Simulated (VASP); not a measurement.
```xyz
8
Lattice="6.2747 0.0000 -0.0003 0.0000 3.8333 0.0000 -0.0055 0.0000 6.6533" Properties=species:S:1:pos:R:3 pbc="T T T"
Mg     3.1355     0.0000     4.4337
Zn     3.1331     1.9167     1.1109
Zn     6.2677     1.9167     5.5657
Zn     6.2662     0.0000     2.1939
S      0.6981     0.0000     4.4269
S      0.7965     1.9167     1.1135
S      3.9544     1.9167     5.6166
S      3.9381     0.0000     2.1500
```

All values below come from PBEsol GGA, VASP's PBE PAW potentials (set 64) (plane waves; VASP). Numerical set-up: 400 eV cut-off, 4×7×4 Γ-centred mesh, tetrahedra with Blöchl corrections, potentials Mg Zn S.

Problem. Predict the energy per atom (σ→0), band gap (on the k-mesh) with the smallest direct gap where there is one.

Solution. 
```
Quantity                                      Value
-----------------------------------  --------------
band gap (on the k-mesh)                    2.31 eV
smallest direct gap (on the k-mesh)         2.31 eV
energy per atom (σ→0)                -3.948 eV/atom
```

The structure comes from a computed database's MgZn3S4 entry (Pm); how it stands against other phases isn't given here. It was relaxed first.
